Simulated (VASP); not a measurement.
# Transverse strain, stress and strain energy of zinc-blende BP under uniaxial [001] stress at the LDA level

Boron phosphide joins two elements of similar electronegativity in a tetrahedral network of short, strongly covalent bonds, so that both stretching and bending of the bonds cost much energy. How such a crystal answers a load along a cube axis matters for strained films and for heat-spreading layers, where mismatch with a substrate sets the stress. This section examines how the transverse strain, the axial stress and the strain energy follow an imposed [001] strain between −2 % and +2 %, which moduli result, and where departures from linear elasticity appear. All strains and energies are measured from the crystal relaxed with LDA, for a static lattice; tension is positive, and the stress across the axis is relaxed to zero.

## Set-up

The start is a typed prototype cell. The crystal was relaxed with LDA. Strain is imposed along [001]; the strain across the axis is adjusted until the stress across it vanishes, and the atoms are relaxed with LDA. VASP 6.6.1, plane waves with PAW, cutoff 480 eV, no spin polarisation, no spin-orbit coupling, k mesh 11×11×11, static lattice.

Notes on method and selection:

- Runs that did not converge, have known faults or may not be shown are not listed, and runs on Ansatz's PAW sets soft_1 and soft_2 are kept to separate tables.

Columns:

- strain (%): strain along the axis (tension positive).
- gap (eV): band gap on the k mesh at LDA.
- transverse strain (%): strain across the axis.
- stress (GPa): stress along the axis, tension positive.
- strain energy (meV/atom): energy per atom above the relaxed crystal.

Input lines of one member:

```
PREC = Accurate
ENCUT = 480
EDIFF = 1E-07
NELM = 120
ISMEAR = 0
SIGMA = 0.02
LREAL = .FALSE.
ALGO = Normal
GGA = CA
NBANDS = 10
LASPH = .TRUE.
LORBIT = 11
KPAR = 3
IBRION = 1
NSW = 25
```

Command (options for logging and memory left out): `mpirun -np 3 vasp_std`

## The series

| member | strain (%) | gap (eV) | transverse strain (%) | stress (GPa) | strain energy (meV/atom) |
| --- | --- | --- | --- | --- | --- |
| −2 % | −2.0 | 0.798 | 0.406 | −6.49 | 4.67 |
| −1.5 % | −1.5 | 0.893 | 0.300 | −4.88 | 2.63 |
| −1 % | −1.0 | ? | ? | ? | ? |
| −0.5 % | −0.5 | 1.082 | 0.097 | −1.63 | 0.30 |
| 0 % | 0.0 | 1.176 | 0.000 | 0.00 | 0.00 |
| +0.5 % | 0.5 | 1.137 | −0.092 | 1.63 | 0.27 |
| +1 % | 1.0 | 1.098 | −0.182 | 3.27 | 1.12 |
| +1.5 % | 1.5 | 1.060 | −0.269 | 4.91 | 2.54 |
| +2 % | 2.0 | 1.022 | −0.353 | 6.55 | 4.54 |

Cells marked ? are withheld until the estimate has been made.

Least-squares fits to the members shown, with x = strain (%); R² and errors in the fitted variable (y, or ln y where the fit is in ln y):

| y | members | fit | R² | rms residual | leave-one-out rms | the same for the mean of the others |
| --- | --- | --- | --- | --- | --- | --- |
| transverse strain (%) | 8 | y = 0.01213 − 0.1900 x | 1.00 | 0.0099 | 0.015 | 0.29 |
| stress (GPa) | 8 | y = 0.01239 + 3.261 x | 1.00 | 0.012 | 0.018 | 4.9 |

## What drives the series

The stress is close to linear over the whole range. Between the end members its slope is (6.55 + 6.49) / 4.0 = 3.26 GPa per 1 % of strain, so Young's modulus E along [001] is 3.26 × 100 = 326 GPa. The corresponding slope of the transverse strain gives Poisson's ratio, ν = (0.406 + 0.353) / 4.0 = 0.190. With 1 − 2 × 0.190 = 0.620, 1 − 0.190 = 0.810 and 1 + 0.190 = 1.190, these two numbers fix the bulk modulus of a cubic crystal, E / [3(1 − 2ν)] = 326 / (3 × 0.620) = 175 GPa, and also C₁₁ = E(1 − ν) / [(1 + ν)(1 − 2ν)] = 326 × 0.810 / (1.190 × 0.620) = 358 GPa and C₁₂ = C₁₁ν / (1 − ν) = 358 × 0.190 / 0.810 = 84 GPa. The shear modulus C₄₄ does not enter this loading.

Nonlinearity shows first in the transverse strain. Its ratio to the axial strain is 0.406 / 2.0 = 0.203 at −2 % but 0.353 / 2.0 = 0.177 at +2 %, about 7 % to either side of the mean, whereas the two stresses differ in size by only 1 %. Because symmetry holds the atoms at their ideal fractional positions, the bond length follows from the cell alone, in proportion to √[(1 + s)² + 2(1 + t)²] with s the axial and t the transverse strain as fractions: it grows by about 0.44 % at +2 % and shrinks by about 0.39 % at −2 %. A bond that is softer when stretched than when compressed would act in this direction, taking up more of a tension by lengthening and leaving less to lateral contraction. Rotation of rigid bonds would bend the curve the other way.

The strain energy is nearly parabolic, but compression costs slightly more than tension: 4.67 against 4.54 meV/atom at 2 %, and 0.30 against 0.27 meV/atom at 0.5 %. This difference grows roughly in proportion to the strain, not to its cube as an anharmonic term would. The likely cause is the plane-wave basis, which at fixed cutoff gains functions as the cell expands and so places the energy minimum at a slightly larger cell than the zero of stress.

## Blind estimate

Plain estimates from the members shown:

- −1 %, fit at x = −1.0: 0.202 %
- −1 %, straight-line interpolation between −1.5 % and −0.5 %: w = (−1.0 − (−1.5)) / (−0.5 − (−1.5)) = 0.500, so 0.300 + 0.500 × (0.097 − 0.300) = 0.199 %

The straight-line fit is the weaker of the two plain estimates for −1 %, since it gives a transverse strain of 0.012 % at zero load, where the value is zero by definition. Interpolation between the neighbours is better but lies slightly too high, because the curve is convex: the lateral expansion grows faster than in proportion as compression increases.

A cubic through the two nearest members on each side includes this curvature. For evenly placed neighbours at distances of 0.5 % and 1.0 %, it weights the inner pair by 2/3 each and the outer pair by −1/6 each. Applied to +1 %, it gives 2/3 × (−0.092 − 0.269) − 1/6 × (0.000 − 0.353) = −0.182 %, in agreement with the table. For −1 % it gives 2/3 × (0.300 + 0.097) − 1/6 × (0.406 + 0.000) = 0.197 %.

No further shift is called for, as the stress runs smoothly through this interval and the atoms have no internal displacement that could set in.

One successful test is too little to set the error, so the scatter of the small strains is used. The transverse strains at ±0.5 % add up to 0.005 %, whereas the curvature seen at ±2 % implies (0.406 − 0.353) / 16 = 0.003 %. The mismatch of 0.002 % in a sum of two rows corresponds to about 0.001 % per row, which is taken as the standard deviation.

**Committed estimate, −1 %: transverse strain = 0.197 ± 0.001 %.**

## Outcome

| member | strain (%) | gap (eV) | transverse strain (%) | stress (GPa) | strain energy (meV/atom) |
| --- | --- | --- | --- | --- | --- |
| −1 % | −1.0 | 0.988 | 0.197 | −3.26 | 1.18 |

| member | estimate | transverse strain (%) | computed | estimate − computed | miss in error bars |
| --- | --- | --- | --- | --- | --- |
| −1 % | committed | 0.197 | 0.197 | 0.000 | 0.0 |
| −1 % | fit | 0.202 | 0.197 | +0.005 |  |
| −1 % | interpolation | 0.199 | 0.197 | +0.002 |  |

The computed transverse strain at −1 % is 0.197 %, equal to the estimate to the printed digits and so inside the error bar of 0.001 %. Both plain estimates came out too high, interpolation by 0.002 % and the straight-line fit by 0.005 %, as expected for a convex curve.

The reading of the error was less sound. The mismatch of 0.002 % at ±0.5 % had been taken as random scatter between rows. At ±1 % the transverse strains add up to 0.197 − 0.182 = 0.015 %, against (0.406 − 0.353) / 4 = 0.013 % expected from the curvature at ±2 %, so the same excess returns. A residual stress in the reference cell, too small to show in the table, would shift all strained rows alike and so explain this better than scatter.

The result confirms the smooth curvature but does not test its assignment to bonds that soften on stretching. The new strain energy does bear on the basis-set argument: compression costs 1.18 − 1.12 = 0.06 meV/atom more than tension at 1 %, about half the 0.13 meV/atom at 2 %, whereas a cubic term would leave only an eighth.

## Exceptions

Least-squares fits to the whole series, with x = strain (%); R² and errors in the fitted variable (y, or ln y where the fit is in ln y):

| y | members | fit | R² | rms residual | leave-one-out rms | the same for the mean of the others |
| --- | --- | --- | --- | --- | --- | --- |
| transverse strain (%) | 9 | y = 0.01156 − 0.1897 x | 1.00 | 0.0095 | 0.014 | 0.28 |
| stress (GPa) | 9 | y = 0.011111 + 3.2617 x | 1.00 | 0.012 | 0.017 | 4.7 |

Largest departures from the fit to the whole series:

| member | transverse strain (%) | fit | computed − fit | in rms residuals |
| --- | --- | --- | --- | --- |
| −2 % | 0.406 | 0.391 | +0.015 | 1.6 |
| +2 % | −0.353 | −0.368 | +0.015 | 1.6 |
| 0 % | 0.000 | 0.012 | −0.012 | 1.2 |
| −0.5 % | 0.097 | 0.106 | −0.009 | 1.0 |

No member stands out: the largest departures are the curvature that a straight line leaves over. The fit lies below the computed values at both ends, by 0.015 % at −2 % and +2 %, and above them near the middle, by 0.012 % at zero strain and 0.009 % at −0.5 %. The departure at zero strain is simply the intercept of the fit, since the transverse strain there is zero by definition.

## Closing remarks

Between −2 % and +2 %, linear elasticity describes the axial stress to about 1 %, but the ratio of transverse to axial strain only to about 7 %. With x the axial strain in per cent, the transverse strain in per cent is −0.190 x + 0.0066 x², where the second coefficient is (0.406 − 0.353) / 8. This reproduces all nine rows to within about 0.001 %, against an rms residual of 0.0095 % for the straight line, and a further member inside the range can be estimated about as well.

In practice, a tensile stress of 1 GPa along [001] stretches the crystal by 1 / 3.26 = 0.307 % and narrows it by 0.190 × 0.307 = 0.058 %.

Zero-point and thermal motion, absent from the static lattice, would be expected to lower Young's modulus slightly at room temperature, chiefly because they expand the lattice and so weaken the bonds.

[Logs are printed without paths, hosts, clocks, repeated set-up lines and the standing remarks that a program may print on its own settings, such as how far it seeks lower states.]
